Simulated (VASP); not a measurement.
# NbTe (P-6m2) in VASP: a series of runs

One crystal, NbTe, is run at these levels: PBE; tasks: single point.

All numbers are computed with VASP 6.6.1; they aren't measurements. Logs are shortened: lines on timing, memory, paths and dates and some standing lists are left out, and cuts for length are marked.

## (1) The structure

It takes space group P-6m2 (No. 187, hexagonal). The conventional cell has a = 3.703 Å, b = 3.703 Å, c = 3.694 Å, α = 90.00°, β = 90.00°, γ = 120.00°. Te (site symmetry -6m2) has 6 Nb at 2.83 Å as nearest neighbours. Around Nb (site symmetry -6m2) lie 6 Te at 2.83 Å.

The cell comes from a database or a generator and needn't be the stable form of this composition.

## (2) Single point, PBE

INCAR

```
  PREC = Accurate
  ENCUT = 280
  EDIFF = 1E-7
  ISMEAR = 0
  SIGMA = 0.05
  LREAL = False
  LASPH = True
  NELM = 100
  ALGO = Normal
  ISIF = 2
  LWAVE = False
  LCHARG = False
  GGA = PE
  NBANDS = 16
  ADDGRID = False
```

KPOINTS

```
regular mesh
0
Gamma
  7 7 6
```

POSCAR

```
NbTe
1.0
    3.7029743866      0.0000000000      0.0000000000
   -1.8514871933      3.2068698884      0.0000000000
    0.0000000000      0.0000000000      3.6942110000
Te Nb
1 1
Direct
    0.6666666667      0.3333333333      0.0000000000
    0.0000000000      0.0000000000      0.5000000000
```

Potentials or basis: VASP PAW PBE potentials, release 64 (Te, Nb_pv).

Run with:

```console
$ cat potpaw_PBE.64/Te/POTCAR potpaw_PBE.64/Nb_pv/POTCAR > POTCAR
$ mpirun -np 1 vasp_std > vasp.out
```

OUTCAR:

```text
PREC = Accurate
   ENCUT = 280
   EDIFF = 1E-7
   ISMEAR = 0
   LREAL = False
   LASPH = True
   NELM = 100
   ISIF = 2
   GGA = PE

 Found     32 irreducible k-points:

 Following reciprocal coordinates:
            Coordinates               Weight
  0.000000  0.000000  0.000000      1.000000
  0.142857 -0.000000  0.000000      6.000000
  0.285714 -0.000000  0.000000      6.000000
  0.428571  0.000000  0.000000      6.000000
  0.142857  0.142857  0.000000      6.000000
  0.285714  0.142857  0.000000     12.000000
   k-points           NKPTS =     32   k-points in BZ     NKDIM =     32   number of bands    NBANDS=     16
   number of dos      NEDOS =    301   number of ions     NIONS =      2
   total plane-waves  NPLWV =   8000
   dimension x,y,z NGX =    20 NGY =   20 NGZ =   20
   dimension x,y,z NGXF=    40 NGYF=   40 NGZF=   40
   ions per type =               1   1
   NGX,Y,Z   is equivalent  to a cutoff of   8.98,  8.98,  9.00 a.u.
   NGXF,Y,Z  is equivalent  to a cutoff of  17.96, 17.96, 18.00 a.u.
 SYSTEM =  unknown system
   PREC   = accura    normal or accurate (medium, high low for compatibility)
   ISTART =      0    job   : 0-new  1-cont  2-samecut
   ICHARG =      2    charge: 1-file 2-atom 10-const
   ISPIN  =      1    spin polarized calculation?
   LNONCOLLINEAR =      F non collinear calculations
   LSORBIT =      F    spin-orbit coupling
   LASPH  =      T    aspherical Exc in radial PAW
   ENCUT  =  280.0 eV  20.58 Ry    4.54 a.u.   5.05  5.05  5.04*2*pi/ulx,y,z
   NELM   =    100;   NELMIN=  2; NELMDL= -5     # of ELM steps
   EDIFF  = 0.1E-06   stopping-criterion for ELM
[... 18 lines left out ...]
     AMIX     =   0.40;   BMIX     =  1.00
     AMIX_MAG =   1.60;   BMIX_MAG =  1.00
  volume/ion in A,a.u.               =      21.93       148.02
  Fermi-wavevector in a.u.,A,eV,Ry     =   1.193548  2.255479 19.382272  1.424557
  Thomas-Fermi vector in A             =   2.329560
   LORBIT       =      0    0 simple, 1 ext, 2 COOP (PROOUT), +10 PAW based schemes
   GGA     = PE    functional components
[... 5 lines left out ...]
 non-spin polarized calculation
 Gauss-broadening in eV      SIGMA  =   0.05
  energy-cutoff  :      280.00
  volume of cell :       43.87
 maximum number of plane-waves:       477
   NGX = 11   NGY = 11   NGZ = 11

 number of electron      17.0000019 magnetization

 Free energy of the ion-electron system (eV)
  ---------------------------------------------------
  ext. energy  EPLUGINS =         0.00000000
  ---------------------------------------------------
  free energy    TOTEN  =       -13.49751996 eV

  energy without entropy =      -13.49577390  energy(sigma->0) =      -13.49664693

 E-fermi :   8.3800     XC(G=0): -11.2461

 val. band max:        8.3582271666   @ k =   0.2857  -0.0000   0.0000
 cond. band min:       8.4085372641   @ k =   0.2857  -0.0000   0.3333
 fundamental gap:      0.0503100975
 Fermi energy:         8.3800140739

 k-point     1 :       0.0000    0.0000    0.0000
  band No.  band energies     occupation
      1     -23.3813      2.00000
      2     -23.1789      2.00000
      3     -23.1789      2.00000
      4      -5.8113      2.00000
      5       5.2968      2.00000
      6       5.2968      2.00000
[... 8 lines left out ...]
     15      15.5060      0.00000
     16      15.5060      0.00000

 k-point     2 :       0.1429   -0.0000    0.0000
  band No.  band energies     occupation
      1     -23.3770      2.00000
      2     -23.2041      2.00000
      3     -23.1847      2.00000
      4      -5.5660      2.00000
      5       4.3223      2.00000
      6       5.4182      2.00000
[... 8 lines left out ...]
     15      16.4832      0.00000
     16      16.5231      0.00000

 k-point     3 :       0.2857   -0.0000    0.0000
  band No.  band energies     occupation
      1     -23.3677      2.00000
      2     -23.2602      2.00000
      3     -23.1980      2.00000
      4      -4.9243      2.00000
      5       2.7056      2.00000
      6       5.0215      2.00000
[... 8 lines left out ...]
     15      17.0175      0.00000
     16      17.4177      0.00000

 k-point     4 :       0.4286    0.0000    0.0000
  band No.  band energies     occupation
      1     -23.3603      2.00000
      2     -23.3046      2.00000
      3     -23.2088      2.00000
      4      -4.2555      2.00000
      5       1.4474      2.00000
      6       4.6646      2.00000
[... 8 lines left out ...]
     15      17.1717      0.00000
     16      18.8525      0.00000

 k-point     5 :       0.1429    0.1429    0.0000
  band No.  band energies     occupation
      1     -23.3703      2.00000
      2     -23.2413      2.00000
      3     -23.1980      2.00000
      4      -5.1197      2.00000
      5       3.2507      2.00000
      6       5.1849      2.00000
[... 8 lines left out ...]
     15      16.9622      0.00000
     16      17.6321      0.00000

 k-point     6 :       0.2857    0.1429    0.0000
  band No.  band energies     occupation
      1     -23.3620      2.00000
      2     -23.2846      2.00000
      3     -23.2169      2.00000
      4      -4.4363      2.00000
      5       2.0349      2.00000
      6       4.6606      2.00000
[... 8 lines left out ...]
     15      17.0002      0.00000
     16      17.3979      0.00000

 [... further k-points ...]

------------------------ aborting loop because EDIFF is reached ----------------------------------------

  FORCE on cell =-STRESS in cart. coord.  units (eV):
  Direction    XX          YY          ZZ          XY          YZ          ZX
  --------------------------------------------------------------------------------------
  -------------------------------------------------------------------------------------
  Total       -0.1874810     -0.1874810      0.0078229      0.0000000     -0.0000000     -0.0000000
  in kB       -6.8472171     -6.8472171      0.2857083      0.0000000     -0.0000000     -0.0000000
  external PRESSURE =      -4.4695753 kB  Pullay stress =       0.0000000 kB

 VOLUME and BASIS-vectors are now :
 -----------------------------------------------------------------------------
  energy-cutoff  :      280.00
  volume of cell :       43.87
      direct lattice vectors                 reciprocal lattice vectors
     3.702974387  0.000000000  0.000000000     0.270053178  0.155915275  0.000000000
    -1.851487193  3.206869888  0.000000000     0.000000000  0.311830550  0.000000000
     0.000000000  0.000000000  3.694211000     0.000000000  0.000000000  0.270693796

 POSITION                                       TOTAL-FORCE (eV/Angst)
 -----------------------------------------------------------------------------------
      1.85149      1.06896      0.00000        -0.000000      0.000000      0.000000
      0.00000      0.00000      1.84711         0.000000      0.000000      0.000000
 -----------------------------------------------------------------------------------
    total drift:                               -0.000001      0.000001     -0.000000

  FREE ENERGIE OF THE ION-ELECTRON SYSTEM (eV)
  ---------------------------------------------------
  free  energy   TOTEN  =       -13.4975199560 eV

  energy  without entropy=      -13.4957738999  energy(sigma->0) =      -13.49664693
```

Run time: 6.4 s. Hardware: 1 thread of Intel Xeon Platinum 8488C (Sapphire Rapids), shared host; peak memory 0.12 GiB.

The run converged, but some of its settings lie outside the range that counts as converged, so its numbers aren't taken as properties of the crystal.

Results:

* Free energy: -13.4975 eV
* Pressure: -0.4 GPa
* Band gap on the k mesh: none (metal or under the smearing width)

## (3) Single point, PBE

Edit INCAR of step 2 so:

```diff
@@ -1,3 +1,3 @@
   PREC = Accurate
-  ENCUT = 280
+  ENCUT = 340
   EDIFF = 1E-7
```

KPOINTS is that of step 2.

POSCAR is that of step 2.

Potentials or basis: VASP PAW PBE potentials, release 64 (Te, Nb_pv).

Run with:

```console
$ cat potpaw_PBE.64/Te/POTCAR potpaw_PBE.64/Nb_pv/POTCAR > POTCAR
$ mpirun -np 1 vasp_std > vasp.out
```

Wall time 8.2 s (1 thread of Intel Xeon Platinum 8488C (Sapphire Rapids), shared host); peak memory 0.14 GiB.

These settings aren't checked as converged: the numbers below hold their error.

Results:

```yaml
Free_energy: -13.5096 eV
Pressure: -0.1 GPa
Band_gap_on_the_k_mesh: none (metal or under the smearing width)
```

## (4) Single point, PBE

Edit INCAR of step 3 so:

```diff
@@ -1,3 +1,3 @@
   PREC = Accurate
-  ENCUT = 340
+  ENCUT = 400
   EDIFF = 1E-7
```

KPOINTS is that of step 3.

POSCAR is that of step 3.

Run with:

```console
$ cat potpaw_PBE.64/Te/POTCAR potpaw_PBE.64/Nb_pv/POTCAR > POTCAR
$ mpirun -np 1 vasp_std > vasp.out
```

Run time: 8.8 s. Hardware: 1 thread of Intel Xeon Platinum 8488C (Sapphire Rapids), shared host; peak memory 0.14 GiB.

These settings aren't checked as converged: the numbers below hold their error.

What came out:

```
Free energy            : -13.5105 eV
Pressure               : 0.0 GPa
Band gap on the k mesh : none (metal or under the smearing width)
```

## (5) The reference run

An earlier run on the cell as given: functional PBE; potentials or basis VASP PAW PBE potentials, release 64 (Te, Nb_sv); cutoff 520 eV; k mesh 8 × 8 × 7; occupations fermi-dirac, width 0.05 eV; no spin polarisation.

* Pressure: -0.8 GPa
* Band gap on the k mesh: none (metal or under the smearing width)
